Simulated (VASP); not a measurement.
An input for Quantum ESPRESSO's pw.x (written as the equivalent of a VASP run, and not itself run):

```
&CONTROL
  calculation = 'scf'
  pseudo_dir = './pseudo'
  outdir = './out'
  tprnfor = .true.
  tstress = .true.
/
&SYSTEM
  ibrav = 0
  nat = 2
  ntyp = 1
  ecutwfc = 94
  occupations = 'smearing'
  smearing = 'methfessel-paxton'
  degauss = 0.00735
  input_dft = 'vdw-df-ob86'
/
&ELECTRONS
  conv_thr = 7.3e-09
  electron_maxstep = 100
/
ATOMIC_SPECIES
  Cr 51.996 Cr.upf
CELL_PARAMETERS angstrom
     2.8526565    0.0000000    0.0000000
     0.0000000    2.8526565    0.0000000
     0.0000000    0.0000000    2.8526565
ATOMIC_POSITIONS crystal
  Cr   0.0000000  0.0000000  0.0000000
  Cr   0.5000000  0.5000000  0.5000000
K_POINTS automatic
  13 13 13 0 0 0
```

### Question
Translate this input to VASP (INCAR, KPOINTS, POSCAR, choice of POTCAR).

### Answer
Several could match; the one computed here: 
**KPOINTS**
```
Automatic mesh
0
Gamma
13 13 13
0 0 0
```

### POSCAR
```
Cr
1
    2.8526565153     0.0000000000     0.0000000000
    0.0000000000     2.8526565153     0.0000000000
    0.0000000000     0.0000000000     2.8526565153
Cr
2
Direct
  0.0000000000   0.0000000000   0.0000000000
  0.5000000000   0.5000000000   0.5000000000
```

INCAR:
```
SYSTEM = Cr
PREC = Accurate
ENCUT = 520
EDIFF = 1E-7
NELM = 100
ALGO = Normal
LREAL = .FALSE.
LASPH = .TRUE.
ISMEAR = 1
SIGMA = 0.1
GGA = MK
PARAM1 = 0.1234
PARAM2 = 1.0
LUSE_VDW = .TRUE.
AGGAC = 0.0
LMAXMIX = 4
LWAVE = .FALSE.
LCHARG = .FALSE.
ISIF = 2
```

POTCAR, in this order: Cr_pv (PBE.64 set). Program: vasp_std.

The two are equivalent in intent, not identical: the potentials are each code's own (VASP's PAW set, PseudoDojo norm-conserving files in pw.x), so ENCUT and ecutwfc are chosen apart and not converted; conv_thr bounds pw.x's estimated SCF error, while EDIFF bounds the energy change between steps.

The compound is Cr in the bcc, AFM order structure. This cell is one point of a volume scan, at 1.03 of the reference volume.
